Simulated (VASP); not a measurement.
# CBr₂F₂: constrained molecular dynamics

CBr₂F₂, molecule in box, 5 atoms in the cell. PBE, constrained or biased molecular dynamics; PAW potentials F, C, Br (PBE set).

Held coordinates: R 3 4.

## Input

INCAR:
```
ALGO = Normal
EDIFF = 1E-5
ENCUT = 400
IBRION = 0
ISIF = 2
ISMEAR = 0
ISYM = 0
LBLUEOUT = True
LCHARG = False
LREAL = False
LWAVE = False
MDALGO = 2
NELMIN = 4
NSW = 40
POTIM = 1.0
PREC = Normal
RANDOM_SEED = 797671 0 0
SIGMA = 0.02
SMASS = 0
TEBEG = 350
```

KPOINTS:
```
k-points
0
Gamma
  1 1 1
```

ICONST:
```
R 3 4 0
R 3 1 7
A 4 3 1 7
M 3 4 1 7
P 3 4 3 1 7
W 3 4 2.32 9 14 7
cX 3 7
X 4 7
```

POSCAR:
```
CBr2F2
1.0
    8.0000000000      0.0000000000      0.0000000000
    0.0000000000      9.0000000000      0.0000000000
    0.0000000000      0.0000000000      9.0000000000
F C Br
2 1 2
Direct
    0.3821750000      0.4491500000      0.6460222200
    0.6178250000      0.3527055600      0.5860555500
    0.5040749900      0.4520166700      0.5465333300
    0.4148124900      0.3993944400      0.3539777800
    0.6047249900      0.6472944400      0.5449888900
```

Commands:
```
cat potpaw_PBE.64/F/POTCAR potpaw_PBE.64/C/POTCAR potpaw_PBE.64/Br/POTCAR > POTCAR
mpirun -np 1 vasp_gam > vasp.out
```

## Result

- Mean force dA/dxi (eV per unit): -0.70

The thermostat is set to 350 K; the run averages 380 K.

The constraints are off by 4.8e-06 at most, with SHAKETOL = 1e-05.

ICONST:
```
R 3 4 0
R 3 1 7
A 4 3 1 7
M 3 4 1 7
P 3 4 3 1 7
W 3 4 2.32 9 14 7
cX 3 7
X 4 7
```

REPORT:
```
MDALGO =   2
               SCALING =       0
                 CNEXP =     9.000   14.000
           EQUI_REGIME =      0
          SHAKEMAXITER =      1000
              SHAKETOL =   0.100000E-04
          SHAKETOLSOFT =   0.100000E-04
              SHAKESCA =    2.00000000
           RANDOM_SEED =            797671                0                0

   original number of atomic DOF:         12
   number of independent constraints:      1
   number of active DOF:                  11

========================================
         MD step No.       1
========================================

  Atomic velocities initialized by STEP_tb

  >Monit_coord
   mc> R          1.32417
   mc> A          1.90641
   mc> M          0.97528
   mc> P          1.45999
   mc> W          0.87432
   mc> cX         4.03260
   mc> X          0.41481

  SHAKE converged in   12 steps

  >Const_coord
   cc> R    1.93327   1.93326 -0.299238E-05

  >Blue_moon
        lambda        |z|^(-1/2)    GkT           |z|^(-1/2)*(lambda+GkT)
   b_m>  0.662885E+01  0.323133E+01 -0.823034E-14  0.214200E+02

  >Energies
                    E_tot             E_pot             E_kin               EPS                ES
[... 57 lines left out ...]
   mc> M          1.05238
   mc> P          1.44776
   mc> W          0.87432
   mc> cX         4.07237
   mc> X          0.41834

  SHAKE converged in    8 steps

  >Const_coord
   cc> R    1.93327   1.93326 -0.336100E-05

  >Blue_moon
        lambda        |z|^(-1/2)    GkT           |z|^(-1/2)*(lambda+GkT)
   b_m>  0.461934E+00  0.323133E+01  0.808083E-14  0.149266E+01

  >Energies
                    E_tot             E_pot             E_kin               EPS                ES
   e_b>   -0.19771438E+02   -0.19716719E+02    0.22480073E+00    0.11352027E-01   -0.29067317E+00

  >Temperature
               T_sim     T_inst
   tmprt>    350.000    474.307

  >Thermostat:
           s(n+1) sdot(n+1)      s(n)   sdot(n)        Qs
   s_b>  -0.84659   0.03127  -0.87613   0.02782   0.00442

           RANDOM_SEED =            797671               30                0
```

Limits: the run is only 0.04 ps long, so its averages are rough.

VASP 6.6.1 took 278 s on 1 core (Intel Xeon Platinum 8488C (Sapphire Rapids)), a shared host.
